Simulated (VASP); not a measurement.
VASP ran on this input.

### POSCAR
```
SnSe
1
    0.0000000000     3.3267087871     3.3267087871
    3.3267087871     0.0000000000     3.3267087871
    3.3267087871     3.3267087871     0.0000000000
Sn Se
1 1
Direct
  0.0000000000   0.0000000000   0.0000000000
  0.2500000000   0.2500000000   0.2500000000
```

INCAR:
```
SYSTEM=SnSe
PREC=Accurate; ENCUT=500; LREAL=.FALSE.
LASPH=.TRUE.
EDIFF=1E-6; NELM=100; ALGO=Normal
LMAXMIX=4
ISMEAR=1; SIGMA=0.1
GGA=PS
IBRION=2; NSW=40; ISIF=3
EDIFFG=-0.02
LWAVE=.FALSE.; LCHARG=.FALSE.
```

### KPOINTS
```
Automatic mesh
0
G
10 10 10
0 0 0
```

POTCAR, in this order: Sn_d Se (PBE.64 set). Program: vasp_std.

Question: Write an equivalent input for Quantum ESPRESSO's pw.x.

Answer: One equivalent input (not run):
```
&CONTROL
  calculation = 'vc-relax'
  pseudo_dir = './pseudo'
  outdir = './out'
  tprnfor = .true.
  tstress = .true.
  nstep = 40
  forc_conv_thr = 0.00078
/
&SYSTEM
  ibrav = 0
  nat = 2
  ntyp = 2
  ecutwfc = 86
  occupations = 'smearing'
  smearing = 'methfessel-paxton'
  degauss = 0.00735
  input_dft = 'pbesol'
/
&ELECTRONS
  conv_thr = 7.3e-08
  electron_maxstep = 100
/
&IONS
/
&CELL
/
ATOMIC_SPECIES
  Sn 118.710 Sn.upf
  Se 78.971 Se.upf
CELL_PARAMETERS angstrom
     0.0000000    3.3267088    3.3267088
     3.3267088    0.0000000    3.3267088
     3.3267088    3.3267088    0.0000000
ATOMIC_POSITIONS crystal
  Sn   0.0000000  0.0000000  0.0000000
  Se   0.2500000  0.2500000  0.2500000
K_POINTS automatic
  10 10 10 0 0 0
```
What does not carry over: the potentials are each code's own (VASP's PAW set, PseudoDojo norm-conserving files in pw.x), so ENCUT and ecutwfc are chosen apart and not converted; conv_thr bounds pw.x's estimated SCF error, while EDIFF bounds the energy change between steps; forc_conv_thr acts on force components and is met together with etot_conv_thr.

The structure was generated: SnSe was put into the zinc blende type (F-43m), which need not be its known phase. It was relaxed first, which changed the volume by +38 %.
